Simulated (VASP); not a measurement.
Data:

```
CELL_PARAMETERS angstrom
      3.64624     0.00000     0.00000
     -1.82312     3.15774     0.00000
      0.00000     0.00000    12.30105
ATOMIC_POSITIONS crystal
  Ni 0.33333 0.66667 0.12500
  Ni 0.66667 0.33333 0.62500
  Ni 0.66667 0.33333 0.87500
  Ni 0.33333 0.66667 0.37500
  Sb 0.00000 0.00000 0.00000
  Sb 0.00000 0.00000 0.50000
  Sb 0.33333 0.66667 0.75000
  Sb 0.66667 0.33333 0.25000
```
Starting moments (μB, in the order of the record's atoms Ni Ni Ni Ni Sb Sb Sb Sb): 2.0 2.0 2.0 2.0 0.0 0.0 0.0 0.0.

Method: revPBE GGA, VASP's PBE PAW potentials (set 64) (plane waves; VASP). Settings: 300 eV cut-off, 4×4×1 Γ-centred mesh shifted by (0.5, 0.5, 0.5), Fermi-Dirac smearing of 0.050 eV, potentials Ni Sb.

At this cut-off the stress carries a Pulay error, which pulls relaxed volumes low. Energy and stress use the plane-wave basis of the starting cell.

The ions, cell shape and volume are relaxed. Give the cell that the relaxation ends in.

```
CELL_PARAMETERS angstrom
      3.91042     0.00000     0.00000
     -1.95521     3.38652     0.00000
      0.00000     0.00000    10.98372
ATOMIC_POSITIONS crystal
  Ni 0.33333 0.66667 0.12852
  Ni 0.66667 0.33333 0.62852
  Ni 0.66667 0.33333 0.87148
  Ni 0.33333 0.66667 0.37148
  Sb 0.00000 0.00000 0.00000
  Sb 0.00000 0.00000 0.50000
  Sb 0.33333 0.66667 0.75000
  Sb 0.66667 0.33333 0.25000
```
Space group P6_3/mmc (194), at a tolerance of 0.03 Å. The cell ends with 0.00 μB, on the sites 0.00 0.00 0.00 0.00 0.00 0.00 0.00 0.00 μB.

How do energy and volume change from the first to the last step?

The energy (σ→0) changes by -78.8 meV/atom and the volume by +2.7 %, in 17 ionic steps.

The structure was generated: NiSb was put into an ordered model structure, which need not be its known phase. This run relaxes it. Symmetry was kept, so distortions that lower it aren't found. The k-mesh is coarse (spacing up to 0.57 per Å, 2π included), so the numbers may not be converged in it. The run is one of a series of settings (EDIFFG = -0.01, GGA = RE, IBRION = 2, ISIF = 3, NSW = 50 against the base run), some of them coarse on purpose.
